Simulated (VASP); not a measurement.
Input:

```
CELL_PARAMETERS angstrom
      1.20791    -2.09216     0.00000
      1.20791     2.09216     0.00000
      0.00000     0.00000     6.57344
ATOMIC_POSITIONS crystal
  C  0.00000 0.00000 0.25000
  C  0.00000 0.00000 0.75000
  C  0.33333 0.66667 0.25000
  C  0.66667 0.33333 0.75000
```

The numbers are results of PBE GGA with D3 dispersion (Becke-Johnson damping), VASP's PBE PAW potentials (set 64) (plane waves; VASP), not measurements. Numerical set-up: 520 eV cut-off, 10×10×4 Γ-centred mesh, Gaussian smearing of 0.050 eV, potentials C.

Problem. The ions and cell shape at fixed volume are relaxed. What does this cell relax into?

Solution. 
```
CELL_PARAMETERS angstrom
      1.23019    -2.13075     0.00000
      1.23019     2.13075     0.00000
      0.00000     0.00000     6.33751
ATOMIC_POSITIONS crystal
  C  0.00000 0.00000 0.25000
  C  0.00000 0.00000 0.75000
  C  0.33333 0.66667 0.25000
  C  0.66667 0.33333 0.75000
```
Space group P6_3/mmc (194), at a tolerance of 0.03 Å.

Problem. How much energy does the relaxation gain?

Solution. The energy (σ→0) changes by -27.6 meV/atom, in 3 ionic steps.

The compound is C in the graphite structure. This cell is one point of a volume scan, at 0.94 of the reference volume. Symmetry was kept, so distortions that lower it aren't found.
